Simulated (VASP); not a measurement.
An input for Quantum ESPRESSO's pw.x (written as the equivalent of a VASP run, and not itself run):

```
&CONTROL
  calculation = 'scf'
  pseudo_dir = './pseudo'
  outdir = './out'
  tprnfor = .true.
  tstress = .true.
/
&SYSTEM
  ibrav = 0
  nat = 3
  ntyp = 2
  ecutwfc = 96
  occupations = 'tetrahedra'
  input_dft = 'vdw-df-obk8'
/
&ELECTRONS
  conv_thr = 7.3e-09
  electron_maxstep = 100
/
ATOMIC_SPECIES
  Co 58.933 Co.upf
  Si 28.085 Si.upf
CELL_PARAMETERS angstrom
     0.0000000    2.6865298    2.6865298
     2.6865298    0.0000000    2.6865298
     2.6865298    2.6865298    0.0000000
ATOMIC_POSITIONS crystal
  Co   0.0000000  0.0000000  0.0000000
  Si   0.2500000  0.2500000  0.2500000
  Si   0.7500000  0.7500000  0.7500000
K_POINTS automatic
  11 11 11 0 0 0
```

Problem. Write the VASP files for the same calculation (optB88-vdW).

Solution. One answer among several that fit: 
File POSCAR:
```
CoSi2
1
    0.0000000000     2.6865298205     2.6865298205
    2.6865298205     0.0000000000     2.6865298205
    2.6865298205     2.6865298205     0.0000000000
Co Si
1 2
Direct
  0.0000000000   0.0000000000   0.0000000000
  0.2500000000   0.2500000000   0.2500000000
  0.7500000000   0.7500000000   0.7500000000
```

INCAR:
```
SYSTEM = CoSi2
PREC = Accurate
ENCUT = 520
EDIFF = 1E-7
NELM = 100
ALGO = Normal
LREAL = .FALSE.
LASPH = .TRUE.
ISMEAR = -5
GGA = BO
PARAM1 = 0.1833333333
PARAM2 = 0.22
LUSE_VDW = .TRUE.
AGGAC = 0.0
LMAXMIX = 4
LWAVE = .FALSE.
LCHARG = .TRUE.
LORBIT = 11
NEDOS = 601
ISIF = 2
LEFG = .TRUE.
```

### KPOINTS
```
Automatic mesh
0
Gamma
11 11 11
0 0 0
```

POTCAR, in this order: Co Si (PBE.64 set). Program: vasp_std.

Limits of the translation: the potentials are each code's own (VASP's PAW set, PseudoDojo norm-conserving files in pw.x), so ENCUT and ecutwfc are chosen apart and not converted; conv_thr bounds pw.x's estimated SCF error, while EDIFF bounds the energy change between steps; the field gradients of LEFG aren't asked of the other code.

The compound is CoSi2 in the fluorite structure. It was relaxed first.
